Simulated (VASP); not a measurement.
# LaC2 (I4/mmm) in VASP: notebook, part 2 of 2

VASP 6.6.1. Earlier steps stand in the parts before.

### Step 3. Relaxation of cell and atoms, LDA

This run uses another cell than the first one, of 16.12 Å³/atom, 0.951 times its volume.

INCAR reads:

```
ALGO = Normal ; EDIFF = 1E-7
EDIFFG = -0.002 ; ENCUT = 520
GGA = CA ; IBRION = 2
ISIF = 3 ; ISMEAR = 0
KPAR = 4 ; LASPH = True
LCHARG = False ; LREAL = False
LWAVE = False ; NELM = 60
NSW = 80 ; PREC = Accurate
SIGMA = 0.1
```

KPOINTS reads:

```
k-points
0
Gamma
  16 16 16
```

POSCAR reads:

```
LaC2                                    
1.0
   -1.9296331615      1.9296331615      3.2477717512
    1.9296331615     -1.9296331615      3.2477717512
    1.9296331615      1.9296331615     -3.2477717512
  La              C             
     1     2
Direct
     0.0000000000000000    0.0000000000000000    0.0000000000000000
     0.4009659162516335    0.4009659162516335    0.0000000000000000
     0.5990340837483665    0.5990340837483665    0.0000000000000000
```

Potentials or basis: VASP PAW LDA potentials, release 64 (La, C).

Command:

```console
cat potpaw_LDA.64/La/POTCAR potpaw_LDA.64/C/POTCAR > POTCAR
mpirun -np 4 vasp_std > vasp.out
```

OUTCAR:

```text
EDIFF = 1E-7
   EDIFFG = -0.002
   ENCUT = 520
   GGA = CA
   IBRION = 2
   ISIF = 3
   ISMEAR = 0
   LASPH = True
   LREAL = False
   NELM = 60
   NSW = 80
   PREC = Accurate

 ion  position               nearest neighbor table
   1  0.000  0.000  0.000-   2 2.60   3 2.60   3 2.80   2 2.80   3 2.80   3 2.80   3 2.80   2 2.80
                             2 2.80   2 2.80
   2  0.401  0.401  0.000-   3 1.29   1 2.60   1 2.80   1 2.80   1 2.80   1 2.80
   3  0.599  0.599  0.000-   2 1.29   1 2.60   1 2.80   1 2.80   1 2.80   1 2.80

  LATTYP: Found a body centered tetragonal cell.
 ALAT       =     3.8592663230
 C/A-ratio  =     1.6831032012

  Lattice vectors:

 A1 = (  -1.9296331615,   1.9296331615,   3.2477717512)
 A2 = (   1.9296331615,  -1.9296331615,   3.2477717512)
 A3 = (   1.9296331615,   1.9296331615,  -3.2477717512)

Analysis of symmetry for initial positions (statically):
=====================================================================
 Subroutine PRICEL returns:
 Original cell was already a primitive cell.

 Routine SETGRP: Setting up the symmetry group for a
 body centered tetragonal supercell.

 Subroutine GETGRP returns: Found 16 space group operations
 (whereof 16 operations were pure point group operations)
 out of a pool of 16 trial point group operations.

The static configuration has the point symmetry D_4h.

Analysis of symmetry for dynamics (positions and initial velocities):
[... 273 lines left out ...]

 number of electron      19.0000000 magnetization

 Free energy of the ion-electron system (eV)
  ---------------------------------------------------
  ext. energy  EPLUGINS =         0.00000000
  ---------------------------------------------------
  free energy    TOTEN  =       -26.13673854 eV

  energy without entropy =      -26.13223800  energy(sigma->0) =      -26.13448827

 E-fermi :   7.5255     XC(G=0): -10.7364

 val. band max:        7.5140708083   @ k =   0.1875   0.1875  -0.0000
 cond. band min:       7.5272643217   @ k =   0.5000   0.5000   0.3750
 fundamental gap:      0.0131935134
 Fermi energy:         7.5254866183

 k-point     1 :       0.0000    0.0000    0.0000
  band No.  band energies     occupation
      1     -24.5589      2.00000
      2      -8.1110      2.00000
      3      -8.1110      2.00000
      4      -7.9829      2.00000
      5      -7.1013      2.00000
      6       2.6907      2.00000
      7       2.8212      2.00000
      8       4.3896      2.00000
      9       4.3896      2.00000
     10       7.4265      1.83863
     11       7.4265      1.83863
     12       8.0623      0.00000
     13       9.5479      0.00000
[... 354 lines left out ...]
  band No.  band energies     occupation
      1     -24.5528      2.00000
      2      -8.3272      2.00000
      3      -8.1341      2.00000
      4      -7.9926      2.00000
      5      -6.8561      2.00000
      6       2.7048      2.00000
      7       2.7808      2.00000
      8       4.1443      2.00000
      9       4.3699      2.00000
     10       7.2706      1.99969
     11       7.6035      0.26979
     12       8.2228      0.00000
     13       9.6340      0.00000

 [... further k-points ...]
[... 5 lines left out ...]
  --------------------------------------------------------------------------------------
  -------------------------------------------------------------------------------------
  Total        0.0012973      0.0012973      0.0038245      0.0000000     -0.0000000      0.0000000
  in kB        0.0429682      0.0429682      0.1266719      0.0000000     -0.0000000      0.0000000
  external PRESSURE =       0.0708694 kB  Pullay stress =       0.0000000 kB
[... 18 lines left out ...]
  FREE ENERGIE OF THE ION-ELECTRON SYSTEM (eV)
  ---------------------------------------------------
  free  energy   TOTEN  =       -26.1367385399 eV

  energy  without entropy=      -26.1322379980  energy(sigma->0) =      -26.13448827

 reached required accuracy - stopping structural energy minimisation
```

Wall time 42 s (4 MPI ranks of Intel Xeon 6975P-C (Granite Rapids), shared host); peak memory 0.39 GiB.

What came out:

* Free energy: -26.1367 eV
* Energy gained by relaxing: 0.0 meV/atom
* Ionic steps: 4
* Pressure after relaxing: 0.0 GPa
* Band gap on the k mesh: none (metal or under the smearing width)

Final structure:
```
CELL_PARAMETERS angstrom
-1.92964 1.92964 3.24785
1.92964 -1.92964 3.24785
1.92964 1.92964 -3.24785
ATOMIC_POSITIONS crystal
La 0.00000 0.00000 0.00000
C 0.40096 0.40096 0.00000
C 0.59904 0.59904 0.00000
```

Levels at points of the mesh, in eV from the Fermi level:
```tsv
k point	band 6	band 7	band 8	band 9	band 10	band 11	band 12	band 13
(0.00, 0.00, 0.00)	-4.83	-4.70	-3.14	-3.14	-0.10	-0.10	0.54	2.02
(0.50, 0.00, 0.00)	-6.54	-4.97	-4.63	-2.09	1.10	1.58	2.18	2.63
(0.50, 0.50, 0.00)	-4.80	-3.42	-3.37	-2.93	-2.36	2.29	2.38	2.43
(0.50, 0.50, 0.50)	-5.09	-3.29	-3.29	-2.58	-0.76	2.47	2.50	2.52
```

### Step 4. Vibrations by finite differences, LDA

This run uses another cell than the first one, of 16.12 Å³/atom, 0.951 times its volume.

INCAR reads:

```
ALGO = Normal ; EDIFF = 1E-8
ENCUT = 520 ; GGA = CA
IBRION = 6 ; ISIF = 3
ISMEAR = 0 ; KPAR = 4
LASPH = True ; LCHARG = False
LREAL = False ; LWAVE = False
NBANDS = 16 ; NELM = 60
NFREE = 2 ; NSW = 1
POTIM = 0.015 ; PREC = Accurate
SIGMA = 0.1
```

KPOINTS is that of step 3.

POSCAR reads:

```
LaC2                                    
1.0
   -1.9296411248      1.9296411248      3.2478502537
    1.9296411248     -1.9296411248      3.2478502537
    1.9296411248      1.9296411248     -3.2478502537
  La              C             
     1     2
Direct
     0.0000000000000000    0.0000000000000000    0.0000000000000000
     0.4009638202292143    0.4009638202292143    0.0000000000000000
     0.5990361797707856    0.5990361797707856    0.0000000000000000
```

Command:

```console
cat potpaw_LDA.64/La/POTCAR potpaw_LDA.64/C/POTCAR > POTCAR
mpirun -np 4 vasp_std > vasp.out
```

It took 13 min on 4 MPI ranks of Intel Xeon 6975P-C (Granite Rapids), shared host; peak memory 1.5 GiB.

It converged, with:

| Property | Result |
| --- | --- |
| Voigt bulk modulus | 112 GPa |
| Highest phonon frequency at Γ | 1683 cm⁻¹ |

Phonon frequencies in cm⁻¹ (negative: imaginary):
```csv
q point,frequencies
"(0.000, 0.000, 0.000)",0 0 0 298 298 345 367 367 1683
```

Elastic tensor in Voigt notation (GPa, in the Cartesian axes of the cell as first typed):
```
152 102  25   0   0   0
102 152  25   0   0   0
 25  25 396   0   0   0
  0   0   0  14   0   0
  0   0   0   0  14   0
  0   0   0   0   0  73
```

Clamped-ion elastic tensor (GPa):
```
152 102  25   0   0   0
102 152  25   0   0   0
 25  25 642   0   0   0
  0   0   0  15   0   0
  0   0   0   0  15   0
  0   0   0   0   0  73
```

The run has no spin-orbit coupling, so splittings on La are missing.
